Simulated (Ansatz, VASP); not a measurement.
# SrHf2O5: VASP beside Ansatz

```
Sr Hf O
1.0
     1.99230   -5.52677    0.00000
     1.99230    5.52677    0.00000
     0.00000    0.00000   11.37305
Sr Hf O
2 4 10
Direct
  0.19154 0.80846 0.25000
  0.80846 0.19154 0.75000
  0.86974 0.13026 0.06369
  0.86974 0.13026 0.43631
  0.13026 0.86974 0.93631
  0.13026 0.86974 0.56369
  0.04514 0.95486 0.10076
  0.04514 0.95486 0.39924
  0.30981 0.69019 0.44573
  0.30981 0.69019 0.05427
  0.95486 0.04514 0.89924
  0.95486 0.04514 0.60076
  0.69019 0.30981 0.94573
  0.69019 0.30981 0.55427
  0.18184 0.81816 0.75000
  0.81816 0.18184 0.25000
```

Alike in both runs: functional PBE; k mesh 3 × 3 × 1; occupations gaussian, width 0.15 eV; no spin polarisation.

Ansatz relaxed the structure, and its values are those at the end. VASP's run is a single point on that final structure, the one shown.

```csv
,VASP,Ansatz
version,VASP 6.6.1,Ansatz 0.2.0
potentials or method,"VASP PAW PBE potentials, release 64 (Sr_sv, Hf_pv, O)","scalar-relativistic, plane waves, PAW"
plane-wave cutoff (eV),520,420
valence electrons in the cell,120,184
```

Ansatz gave:

```
gap on the k mesh at the Fermi level (eV) : 4.53
least direct gap on the mesh (eV)         : 4.53
pressure (GPa)                            : -0.4
rms of the force components (eV/Å)        : 0.021
```

Q: Estimate VASP's values.

A: gap on the k mesh at the Fermi level (eV): 4.56; least direct gap on the mesh (eV): 4.56; pressure (GPa): -1.6; rms of the force components (eV/Å): 0.094.

The two sets of potentials don't hold the same shells in valence.

Caveats: the k mesh is coarse (spacing up to 0.56 Å⁻¹), so the values aren't converged; spin-orbit coupling is left out, which moves the levels of the heavy elements; an odd mesh through Γ misses points on the zone boundary, where band edges often lie.
